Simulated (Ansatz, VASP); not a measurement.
# Sb2Au in two plane-wave programs

Aim: how closely do two programs agree when they are given the same cell, functional and k mesh?

Program: Ansatz 0.2.0. Level of theory: plane waves, with VASP 6.6.1 beside it; relaxation of cell and atoms at PBEsol. Results are calculated unless marked as measured.

**1. The starting structure**

It takes space group Fm-3m (No. 225, cubic). Conventional cell: a = 6.776 Å, b = 6.776 Å, c = 6.776 Å, α = 90.00°, β = 90.00°, γ = 90.00°. Nearest to Au lie 8 Sb at 2.93 Å. Nearest to Sb lie 4 Au at 2.93 Å. Farther neighbours are not listed.

**2. VASP: relaxation of cell and atoms, PBEsol**

The relaxed volume is the usual yardstick between codes: its relative difference is about their pressure difference at one cell divided by the bulk modulus.

Lines of VASP's logs that name or quote its potential files are left out, and so is its time.

INCAR

```
SYSTEM = Sb2Au
PREC = Accurate
ENCUT = 350
EDIFF = 1E-08
NELM = 120
ISMEAR = 1
SIGMA = 0.2
LREAL = .FALSE.
ALGO = Fast
GGA = PS
NBANDS = 16
LORBIT = 11
LWAVE = .FALSE.
LCHARG = .FALSE.
KPAR = 4
IBRION = 1
NSW = 30
ISIF = 3
EDIFFG = -0.002
POTIM = 0.4
```

POSCAR

```
Sb2Au
1.0
    0.0000000000      3.3880574113      3.3880574113
    3.3880574113      0.0000000000      3.3880574113
    3.3880574113      3.3880574113      0.0000000000
Au Sb
1 2
Direct
    0.0000000000      0.0000000000      0.0000000000
    0.7500000000      0.7500000000      0.7500000000
    0.2500000000      0.2500000000      0.2500000000
```

KPOINTS

```
Automatic mesh
0
Gamma
9 9 9
0 0 0
```

Potentials, in the order of the species: Au and Sb (PBE family, release 64).

On the command line:

```
$ mpirun -np 4 vasp_std
```

Numbers of over 12 decimals in the logs are rounded to 6 here.

The log of the run:

```text
[banner, memory and clock lines left out]
running    4 mpi-ranks, on    1 nodes
 distrk:  each k-point on    1 cores,    4 groups
 distr:  one band on    1 cores,    1 groups

 POSCAR found type information on POSCAR AuSb
 POSCAR found :  2 types and       3 ions
|                                                                             |
|               ----> ADVICE to this user running VASP <----                  |
|                                                                             |
|     You enforced a specific xc type in the INCAR file but a different       |
|     [... a line on the potential file left out ...]
|     I HOPE YOU KNOW WHAT YOU ARE DOING!                                     |
|                                                                             |

 LDA part: xc-table for (Slater+PW92), standard interpolation
 POSCAR, INCAR and KPOINTS ok, starting setup
 FFT: planning ... GRIDC
 FFT: planning ... GRID_SOFT
 FFT: planning ... GRID
 WAVECAR not read
 entering main loop
       N       E                     dE             d eps       ncg     rms          rms(c)
DAV:   1     0.817338873870E+02    0.81734E+02   -0.64965E+03  1144   0.768E+02
DAV:   2    -0.107999237751E+02   -0.92534E+02   -0.89287E+02  1456   0.172E+02
DAV:   3    -0.135730003488E+02   -0.27731E+01   -0.27610E+01  1256   0.341E+01
DAV:   4    -0.135941257141E+02   -0.21125E-01   -0.21123E-01  1480   0.338E+00
DAV:   5    -0.135944414114E+02   -0.31570E-03   -0.31570E-03  1328   0.376E-01    0.759E+00
RMM:   6    -0.129662998926E+02    0.62814E+00   -0.33948E+00  1120   0.114E+01    0.615E+00
RMM:   7    -0.128976694439E+02    0.68630E-01   -0.16227E-01  1120   0.263E+00    0.331E+00
RMM:   8    -0.128831196823E+02    0.14550E-01   -0.45520E-02  1120   0.115E+00    0.301E-01
RMM:   9    -0.128799423443E+02    0.31773E-02   -0.99615E-03  1123   0.693E-01    0.132E-01
RMM:  10    -0.128799918508E+02   -0.49507E-04   -0.10981E-03  1139   0.209E-01    0.691E-02
RMM:  11    -0.128799431873E+02    0.48664E-04   -0.11058E-03  1122   0.201E-01    0.447E-02
RMM:  12    -0.128799153468E+02    0.27841E-04   -0.16230E-04  1147   0.893E-02    0.151E-02
RMM:  13    -0.128799168046E+02   -0.14578E-05   -0.18611E-05  1145   0.295E-02    0.105E-02
RMM:  14    -0.128799165020E+02    0.30257E-06   -0.29992E-06  1139   0.123E-02    0.541E-03
RMM:  15    -0.128799166110E+02   -0.10902E-06   -0.10347E-06  1122   0.685E-03    0.126E-03
RMM:  16    -0.128799166323E+02   -0.21248E-07   -0.18539E-07  1054   0.292E-03    0.946E-04
RMM:  17    -0.128799166345E+02   -0.22267E-08   -0.44938E-08   827   0.135E-03
   1 F= -.12879917E+02 E0= -.12879770E+02  d E =-.128799E+02
 BRION: g(F)=  0.483E-46 g(S)=  0.915E-03
 bond charge predicted
       N       E                     dE             d eps       ncg     rms          rms(c)
DAV:   1    -0.128865570959E+02   -0.66405E-02   -0.10174E-01  1232   0.287E+00    0.539E-01
RMM:   2    -0.128805631841E+02    0.59939E-02   -0.22293E-02  1120   0.998E-01    0.261E-01
RMM:   3    -0.128802252403E+02    0.33794E-03   -0.92060E-04  1120   0.195E-01    0.133E-01
RMM:   4    -0.128801199596E+02    0.10528E-03   -0.47337E-04  1120   0.110E-01    0.269E-02
RMM:   5    -0.128801230868E+02   -0.31272E-05   -0.64956E-05  1123   0.468E-02    0.245E-02
RMM:   6    -0.128801222688E+02    0.81801E-06   -0.10704E-05  1141   0.233E-02    0.741E-03
RMM:   7    -0.128801216244E+02    0.64440E-06   -0.26369E-06  1133   0.103E-02    0.488E-03
RMM:   8    -0.128801212480E+02    0.37636E-06   -0.33389E-07  1146   0.405E-03    0.292E-03
RMM:   9    -0.128801214184E+02   -0.17040E-06   -0.13677E-07  1099   0.205E-03    0.175E-03
RMM:  10    -0.128801214046E+02    0.13841E-07   -0.20314E-08   786   0.950E-04    0.155E-03
RMM:  11    -0.128801213778E+02    0.26794E-07   -0.40291E-09   657   0.435E-04    0.107E-03
RMM:  12    -0.128801213286E+02    0.49159E-07   -0.23284E-09   602   0.283E-04    0.385E-05
RMM:  13    -0.128801213296E+02   -0.10184E-08   -0.19370E-10   319   0.138E-04
   2 F= -.12880121E+02 E0= -.12879962E+02  d E =-.204695E-03
 BRION: g(F)=  0.982E-47 g(S)=  0.312E-03 retain N=  1 mean eig= 0.63
 eig:   0.632
 bond charge predicted
       N       E                     dE             d eps       ncg     rms          rms(c)
DAV:   1    -0.128810886067E+02   -0.96728E-03   -0.13794E-02  1264   0.106E+00    0.201E-01
RMM:   2    -0.128802781908E+02    0.81042E-03   -0.29473E-03  1120   0.363E-01    0.972E-02
RMM:   3    -0.128802332505E+02    0.44940E-04   -0.11992E-04  1120   0.704E-02    0.508E-02
RMM:   4    -0.128802160880E+02    0.17162E-04   -0.63744E-05  1120   0.411E-02    0.105E-02
RMM:   5    -0.128802162214E+02   -0.13344E-06   -0.81352E-06  1124   0.164E-02    0.815E-03
RMM:   6    -0.128802159257E+02    0.29568E-06   -0.13912E-06  1140   0.823E-03    0.298E-03
RMM:   7    -0.128802159691E+02   -0.43354E-07   -0.29983E-07  1147   0.364E-03    0.156E-03
RMM:   8    -0.128802160728E+02   -0.10370E-06   -0.56956E-08  1001   0.150E-03    0.506E-04
RMM:   9    -0.128802160444E+02    0.28392E-07   -0.16753E-08   734   0.796E-04    0.386E-04
RMM:  10    -0.128802160414E+02    0.30254E-08   -0.25931E-09   630   0.349E-04
   3 F= -.12880216E+02 E0= -.12880062E+02  d E =-.947117E-04
 BRION: g(F)=  0.174E-46 g(S)=  0.296E-07 retain N=  1 mean eig= 0.63
 eig:   0.626
 reached required accuracy - stopping structural energy minimisation
```

OUTCAR, selected parts (step 2):

```text
ion  position               nearest neighbor table
   1  0.000  0.000  0.000-   2 2.93   2 2.93   2 2.93   2 2.93   3 2.93   3 2.93   3 2.93   3 2.93

  LATTYP: Found a face centered cubic cell.
 ALAT       =     6.7761148226

 Subroutine GETGRP returns: Found 48 space group operations
 (whereof 48 operations were pure point group operations)

The static configuration has the point symmetry O_h .

 Found     35 irreducible k-points:

   k-points           NKPTS =     35   k-points in BZ     NKDIM =     35   number of bands    NBANDS=     16

   dimension x,y,z NGX =    30 NGY =   30 NGZ =   30
   dimension x,y,z NGXF=    60 NGYF=   60 NGZF=   60

   ENCUT  =  350.0 eV  25.72 Ry    5.07 a.u.   7.31  7.31  7.31*2*pi/ulx,y,z

   NELECT =      21.0000    total number of electrons

 k-points in reciprocal lattice and weights: Automatic mesh
   0.00000000  0.00000000  0.00000000       0.001
   0.11111111  0.00000000  0.00000000       0.011
   0.22222222  0.00000000  0.00000000       0.011
   0.33333333  0.00000000  0.00000000       0.011
   0.44444444  0.00000000  0.00000000       0.011
   0.11111111  0.11111111  0.00000000       0.008
   0.22222222  0.11111111  0.00000000       0.033
   0.33333333  0.11111111  0.00000000       0.033
   0.44444444  0.11111111  0.00000000       0.033
[...]
-0.33333333  0.44444444  0.11111111       0.033
  -0.33333333  0.44444444  0.22222222       0.033

 average (electrostatic) potential at core
       1 -66.5131       2 -85.1382       3 -85.1382

 E-fermi :   7.8704

 k-point     1 :       0.0000    0.0000    0.0000
  band No.  band energies     occupation
    ...
      6       2.8657      2.00000
      7       2.8657      2.00000
      8       7.6667      2.05386
      9       7.6667      2.05386
     10       7.6667      2.05386
     11       8.5333     -0.00003
     12       8.5333     -0.00003
     13       8.5333     -0.00003
     14       9.2502     -0.00000
     15      10.6205     -0.00000
    ...

 k-point     2 :       0.1111    0.0000    0.0000
  band No.  band energies     occupation
    ...
      6       2.8499      2.00000
      7       2.8499      2.00000
      8       6.5313      2.00000
      9       7.3405      2.00116
     10       7.3405      2.00116
     11       8.1376     -0.06765
     12       8.5587     -0.00001
     13       8.5587     -0.00001
     14      10.0463     -0.00000
     15      10.9027     -0.00000
    ...

 k-point     3 :       0.2222    0.0000    0.0000
  band No.  band energies     occupation
    ...
      7       3.1218      2.00000
      8       5.1711      2.00000
      9       6.7352      2.00000
     10       6.7352      2.00000
     11       7.6715      2.04916
     12       8.4458     -0.00037
     13       8.4458     -0.00037
     14      10.3862     -0.00000
     15      11.6866     -0.00000
     16      11.6866     -0.00000

  Total       -0.0008757     -0.0008757     -0.0008757     -0.0000000     -0.0000000      0.0000000
  in kB       -0.0181049     -0.0181049     -0.0181049     -0.0000000     -0.0000000      0.0000000
  external PRESSURE =      -0.0181049 kB  Pullay stress =       0.0000000 kB

  energy-cutoff  :      350.00
  volume of cell :       77.49
      direct lattice vectors                 reciprocal lattice vectors
    -0.000000000  3.383815970  3.383815970    -0.147762173  0.147762173  0.147762173
     3.383815970 -0.000000000  3.383815970     0.147762173 -0.147762173  0.147762173
     3.383815970  3.383815970  0.000000000     0.147762173  0.147762173 -0.147762173

 POSITION                                       TOTAL-FORCE (eV/Angst)
 -----------------------------------------------------------------------------------
      0.00000      0.00000      0.00000        -0.000000     -0.000000      0.000000
      5.07572      5.07572      5.07572         0.000000      0.000000      0.000000
      1.69191      1.69191      1.69191        -0.000000     -0.000000     -0.000000
 -----------------------------------------------------------------------------------
    total drift:                                0.000000     -0.000000     -0.000000

  FREE ENERGIE OF THE ION-ELECTRON SYSTEM (eV)
  ---------------------------------------------------
  free  energy   TOTEN  =       -12.8802160414 eV

  energy  without entropy=      -12.8797532334  energy(sigma->0) =      -12.88006177

 reached required accuracy - stopping structural energy minimisation

 total charge
# of ion       s       p       d       tot
------------------------------------------
    1        0.607   0.407   8.665   9.679
    2        1.269   1.046   0.039   2.353
    3        1.269   1.046   0.039   2.353
--------------------------------------------------
tot          3.144   2.498   8.743  14.386

[... 3 further parts left out ...]
```

**3. Ansatz: relaxation of cell and atoms, PBEsol**

Ansatz runs on its default PAW (the set named soft_2) files.

The same cell, functional, mesh and smearing now go to Ansatz, which takes its cutoff from its data sets.

input.yaml

```yaml
crystal:
  lattice:
    - [0.0, 3.3880574113, 3.3880574113]
    - [3.3880574113, 0.0, 3.3880574113]
    - [3.3880574113, 3.3880574113, 0.0]
  atoms:
    - { symbol: Au, position: [0.0, 0.0, 0.0] }
    - { symbol: Sb, position: [0.75, 0.75, 0.75] }
    - { symbol: Sb, position: [0.25, 0.25, 0.25] }
hamiltonian:
  xc: pbesol
  pseudopotentials: { kind: paw }
kpoints:
  mp_grid: { grid: [9, 9, 9] }
scf:
  occupations: { method: methfessel_paxton, width: 0.2 }
relax:
  f_tol: 0.01
  max_steps: 60
  cell: { stress_tol: 0.05 }
output:
  forces: true
  stress: true
```

On the command line:

```
$ ansatz run input.yaml --threads 4 --pin off --max-ram 9216MiB --backend cpu --events-out ev --progress --plain --runs-dir out
```

The log of the run:

```text
Engine: ansatz 0.2.0, x86_64-unknown-linux-gnu
Pseudopotentials: kind: paw
Pseudopotential: Au, paw, valence charge 19, recommended cutoff 420 eV (normal), Au.paw.azcp
Pseudopotential: Sb, paw, valence charge 15, recommended cutoff 420 eV (normal), Sb.paw.azcp
Functional definition: PBEsol
  exchange = pbesol_x
  correlation = pbesol_c
Crystal: 3 atoms, lattice volume = 77.783 Å³
Basis set: ecut = 420 eV, 1471 PW (Γ), exchange–correlation on 72×72×72 points (8 copies of the dense FFT grid, shifted against one another)
Bands: 30, of which v1, the nominal top of the filled ones, is band 25 counted from 1 (24 counted from 0)
Symmetry: 48 space group operations
Space group: Fm-3m (ITA 225), of the structure as read, at distance tolerance 4.3e-5 Å
k-points: 35 of 729
Non-local potential: Au, projectors of the file, l = 0: 3, l = 1: 2, l = 2: 2, l = 3: 1
Non-local potential: Sb, projectors of the file, l = 0: 2, l = 1: 2, l = 2: 2, l = 3: 2
PAW form: soft (Blöchl's): semilocal exchange-correlation on the pseudo side does not see the compensation charge
PAW frozen core: Au, regenerated for the run's functional, and the local potential with it (the file was generated under x = pbe(κ = 0.804, μ = 0.219515), c = pbe(β = 0.066725))
PAW frozen core: Sb, regenerated for the run's functional, and the local potential with it (the file was generated under x = pbe(κ = 0.804, μ = 0.219515), c = pbe(β = 0.066725))
PAW one-centre angular grid: Au, 590 points (default); XC on 64 Gauss nodes
PAW one-centre angular grid: Sb, 590 points (default); XC on 64 Gauss nodes
Initial density: superposition of atomic densities (neutral atoms: chi_scale 0, normalization atom), corrected by the library's trained network
Initial wavefunctions: pseudopotential atomic-orbital guess
Functional: x = pbesol(κ = 0.804, μ = 0.123457), c = pbesol(β = 0.046)
SCF iter   1: F=—  HF=-25823.090017 eV  |F-HF|=—  |Δ(HF+E_count)|=         —  Δρ=5.68e-3  dr2=3.01e-2  ethr=1.77e-3  ⟨swp⟩=5.9  Hψ=4268  notcnv=0
preconditioner: auto → LDOS  [metal: Δε(μ)=0.066 eV  Ē_g=8.595 eV  σ=0.200 eV  W_gap=0.27  n_scr=14 (ndim 8)  ℏωp=19.3 eV  f_vac=0.042  D(μ)=1.19/eV (n_scr^D=8)  β→1.0]
SCF iter   2: F=—  HF=-25823.086110 eV  |F-HF|=—  |Δ(HF+E_count)|=   3.91e-3  S|Δr|=    0.00e0  Δρ=3.24e-3  dr2=7.69e-3  ethr=6.15e-5  ⟨swp⟩=2.2  Hψ=2132  notcnv=0
SCF iter   3: F=—  HF=-25823.083870 eV  |F-HF|=—  |Δ(HF+E_count)|=   2.24e-3  S|Δr|=    0.00e0  Δρ=5.24e-4  dr2=1.92e-4  ethr=1.57e-5  ⟨swp⟩=2.0  Hψ=1844  notcnv=0
SCF iter   4: F=—  HF=-25823.083846 eV  |F-HF|=—  |Δ(HF+E_count)|=   2.37e-5  S|Δr|=    0.00e0  Δρ=5.50e-5  dr2=1.80e-6  ethr=3.92e-7  ⟨swp⟩=2.0  Hψ=1818  notcnv=0
SCF iter   5: F=—  HF=-25823.083823 eV  |F-HF|=—  |Δ(HF+E_count)|=   2.28e-5  S|Δr|=    0.00e0  Δρ=8.90e-6  dr2=3.32e-8  ethr=2.04e-10  ⟨swp⟩=5.2  Hψ=3707  notcnv=0
SCF iter   6: F=-25823.083823 eV  HF=-25823.083823 eV  |F-HF|=1.27e-9  |Δ(HF+E_count)|=   2.11e-9  S|Δr|=    0.00e0  Δρ=1.96e-6  dr2=1.96e-9  ethr=6.77e-11  ⟨swp⟩=2.1  Hψ=3809  notcnv=0
SCF 1 converged in 6 iterations: F = -25823.083823 eV  dr2 = 1.96e-9
  greatest PAW one-centre occupation: 1.001 electrons in one spin orbital (limit 2), on the Au atom at site 0 (counted from 0), in its partial waves of l = 0
relax step   1: F+E_penalty+E_count = -25823.08382333 eV  Δ(F+E_penalty+E_count) = +0.000e0 eV  max|allowed force component| = 1.156e-17 eV/Å  Δτ_max = 0.0000 Å  P = -0.082 GPa  Ω = 77.783 Å³  (6 SCF iters, dr2 threshold 1.00e-7 eV, accepted)
[...]
relax step   2: F+E_penalty+E_count = -25823.08385598 eV  Δ(F+E_penalty+E_count) = -3.265e-5 eV  max|allowed force component| = 9.252e-17 eV/Å  Δτ_max = 0.0000 Å  P = +0.095 GPa  Ω = 77.617 Å³  energy of the carried Pulay correction = +3.917e-5 eV  (4 SCF iters, dr2 threshold 1.70e-8 eV, rejected (line search))
[...]
relax step   3: F+E_penalty+E_count = -25823.08386129 eV  Δ(F+E_penalty+E_count) = -3.796e-5 eV  max|allowed force component| = 1.145e-16 eV/Å  Δτ_max = 0.0000 Å  P = -0.000 GPa  Ω = 77.706 Å³  energy of the carried Pulay correction = +1.817e-5 eV  (6 SCF iters, accepted)
[...]
relax step   4: F+E_penalty+E_count = -25823.08383351 eV  Δ(F+E_penalty+E_count) = +2.778e-5 eV  max|allowed force component| = 8.982e-17 eV/Å  Δτ_max = 0.0000 Å  P = +0.000 GPa  Ω = 77.706 Å³  stress off target by 1.49e-4 GPa  SCF on the basis re-selected at this cell (its energy is not comparable with the rows above)  (3 SCF iters)
basis re-selected at this cell: Δ(F+E_penalty+E_count) = +2.778e-5 eV, ΔP = +0.000 GPa vs the last step (what re-selecting the basis moved, of the pressure what is left beyond the Pulay correction that the steps carried, after the strain that the cell walked since its last selection, with what the two solves' SCF thresholds leave and, on support functions, any second-order correction that the steps lacked; it is no m [...]
SCF converged after 3 iterations
Stability not checked: this state was not tested for a lower state beside it, because cold or Methfessel-Paxton smearing, or corrected tetrahedra, fill the levels in a way that the test cannot read (fill_not_monotonic; see scf.lower_state_search)
Free energy (F): -25823.083834 eV
Harris-Foulkes:  -25823.083834 eV  (|F-HF|=1.46e-11)
Internal energy: -25823.083555 eV  (E = F + TS)
E sigma→0 (E₀):  -25823.083764 eV
Entropy (-TS):   -0.000279 eV (-0.093 meV/atom)
Fermi energy:    12.457822 eV
--- Per-component energies (eV) ---
  E_band       = -649.814769
  E_kinetic    = 1018.706719
  E_local      = -5616.375168  (includes V_loc(G=0)·N_el)
  E_nonlocal   = 802.587990
  E_hartree    = 2480.352484
  E_xc         = -502.320830
  E_vxc        = -468.719945  (∫ρ·V_xc dr)
  E_paw        = -18561.975757  (= ΣΔE_a)
  E_vpaw       = -1346.720467  (= ΣTr[D̂ρ^β])
  E_aug_tail   = 0.001351  (compensation charges beyond the density's cutoff)
  E_ewald      = -5445.033537
  E_core_change = 0.973193  (= ΣΔE_core)
  E_smearing   = -0.000279  (= −TS)
  E_closure    = 0.000000  (closes the sum)
  Σ components = -25823.083834   (vs F -25823.083834, Δ=0.00e0)
--- Forces (eV/Å), atoms counted from 1 ---
  atom   1  Au     0.00000000    -0.00000000    -0.00000000
  atom   2  Sb    -0.00000000     0.00000000     0.00000000
  atom   3  Sb     0.00000000    -0.00000000    -0.00000000
  max |Σ_I F_I| component: 9.25e-18 eV/Å
--- Stress (GPa, compression-positive) ---
        0.000149      -0.000000      -0.000000
       -0.000000       0.000149       0.000000
       -0.000000       0.000000       0.000149
  P = ⅓ Tr σ = 0.0001 GPa (0.001 kbar)
--- Relaxed structure (3 steps of the walk, 2 accepted, 1 SCFs on fresh bases) ---
  F+E_penalty+E_count = -25823.08383351 eV   max|allowed force component| = 8.982e-17 eV/Å   (the final SCF, on the basis selected at the relaxed cell)
  cell:  # Å, volume = 77.7059 Å³
    - [0, 3.386944, 3.386944]
    - [3.386944, 0, 3.386944]
    - [3.386944, 3.386944, 0]
  atoms:
    - { symbol: Au, position: [0, 0, 0] }
    - { symbol: Sb, position: [0.75, 0.75, 0.75] }
    - { symbol: Sb, position: [0.25, 0.25, 0.25] }
```

It took 4.5 s on 4 threads of Intel Xeon Platinum 8259CL at 2.50GHz (Skylake/Cascade Lake), shared host; peak memory 0.51 GiB; 15 s of CPU time.

**4. Differences**

Known differences besides the potentials themselves: both relaxations stop at a tolerance, which leaves soft axes loose, and VASP keeps its plane-wave basis; the data sets hold 49 valence electrons in Ansatz (default PAW (the set named soft_2) files) and 21 in VASP; the cutoff is 420 eV in Ansatz and 350 eV in VASP; Ansatz makes its cores anew for this functional, VASP keeps those of its PBE data sets; VASP leaves aspherical gradient terms in its spheres out (LASPH is not set), Ansatz keeps them; Ansatz adds a Pulay correction to the stress that steers its cell, VASP none. Total energies have different zeros and are not compared.

The two programs side by side:

```tsv
quantity	Ansatz	VASP	difference
volume (Å³)	77.71	77.49	+0.28 %
edge a after relaxation, in the typed setting (Å)	4.790	4.785	+0.09 %
```

The walks stopped with 0.00 GPa left in Ansatz and 0.00 GPa in VASP; each walk ends within a tolerance, so the volume difference is uncertain by about these residues over the bulk modulus, most in soft cells.

**5. Summary of results**

| Item | Value |
| --- | --- |
| difference in volume (relaxation of cell and atoms, PBEsol) | 0.28 % |

**Reading.** The difference in volume is 0.28 % (relaxation of cell and atoms, PBEsol), within the 1.2 % picked in this series as the mark of a large difference, as far as the stopping tolerances let one tell. Such differences can come from data sets, numerical settings and the points named under the comparisons, not from the functional's error against experiment.

[Lines on the potential files, build, host, timing and source positions are cut from VASP's logs without a mark.]

[Logs are printed without paths, hosts, clocks, repeated set-up lines and the standing remarks that a program may print on its own settings, such as how far it seeks lower states.]

[Hosts, paths, dates, database ids (printed as entryN), source tags and the programs' standing remarks are cut or masked in the printed files.]
